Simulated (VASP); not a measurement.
VASP ran on this input.

### KPOINTS
```
Automatic mesh
0
Gamma
8 8 2
0 0 0
```

POSCAR:
```
SiC
1
    3.1067710000     0.0000000000     0.0000000000
   -1.5533850000     2.6905420000     0.0000000000
    0.0000000000     0.0000000000    15.2460410000
Si C
6 6
Direct
  0.3333330000   0.6666670000   0.8329900000
  0.6666670000   0.3333330000   0.3329900000
  0.6666670000   0.3333330000   0.6665000000
  0.3333330000   0.6666670000   0.1665000000
  0.0000000000   0.0000000000   0.4997300000
  0.0000000000   0.0000000000   0.9997300000
  0.0000000000   0.0000000000   0.8743700000
  0.0000000000   0.0000000000   0.3743700000
  0.3333330000   0.6666670000   0.7080000000
  0.6666670000   0.3333330000   0.2080000000
  0.6666670000   0.3333330000   0.5415200000
  0.3333330000   0.6666670000   0.0415200000
```

**INCAR**
```
! general
SYSTEM  =  SiC
PREC    =  Accurate
ENCUT   =  280
LREAL   =  .FALSE.   ! projection in real space or not
LASPH   =  .TRUE.   ! aspherical one-centre terms

! electronic loop
EDIFF   =  1E-6   ! SCF stop (eV)
NELM    =  100   ! most electronic steps
ALGO    =  Normal   ! blocked Davidson

! smearing
ISMEAR  =  0
SIGMA   =  0.01

! functional
GGA     =  PE   ! PBE

! ions
ISIF    =  2   ! forces and stress, cell fixed

! output
LWAVE   =  .FALSE.
LCHARG  =  .FALSE.
```

POTCAR, in this order: Si C (PBE.64 set). Program: vasp_std.

### Question
Write an equivalent input for Quantum ESPRESSO's pw.x.

### Answer
One equivalent input (not run):
```
&CONTROL
  calculation = 'scf'
  pseudo_dir = './pseudo'
  outdir = './out'
  tprnfor = .true.
  tstress = .true.
/
&SYSTEM
  ibrav = 0
  nat = 12
  ntyp = 2
  ecutwfc = 82
  occupations = 'smearing'
  smearing = 'gaussian'
  degauss = 0.000735
  input_dft = 'pbe'
/
&ELECTRONS
  conv_thr = 7.3e-08
  electron_maxstep = 100
/
ATOMIC_SPECIES
  Si 28.085 Si.upf
  C 12.011 C.upf
CELL_PARAMETERS angstrom
     3.1067710    0.0000000    0.0000000
    -1.5533850    2.6905420    0.0000000
     0.0000000    0.0000000   15.2460410
ATOMIC_POSITIONS crystal
  Si   0.3333330  0.6666670  0.8329900
  Si   0.6666670  0.3333330  0.3329900
  Si   0.6666670  0.3333330  0.6665000
  Si   0.3333330  0.6666670  0.1665000
  Si   0.0000000  0.0000000  0.4997300
  Si   0.0000000  0.0000000  0.9997300
  C    0.0000000  0.0000000  0.8743700
  C    0.0000000  0.0000000  0.3743700
  C    0.3333330  0.6666670  0.7080000
  C    0.6666670  0.3333330  0.2080000
  C    0.6666670  0.3333330  0.5415200
  C    0.3333330  0.6666670  0.0415200
K_POINTS automatic
  8 8 2 0 0 0
```
What does not carry over: the potentials are each code's own (VASP's PAW set, PseudoDojo norm-conserving files in pw.x), so ENCUT and ecutwfc are chosen apart and not converted; conv_thr bounds pw.x's estimated SCF error, while EDIFF bounds the energy change between steps.

The structure comes from a computed database's SiC entry; how it stands against other phases isn't given here. The cell was not relaxed at this level. The run is one of a series of settings (ENCUT = 280 against the base run), some of them coarse on purpose.
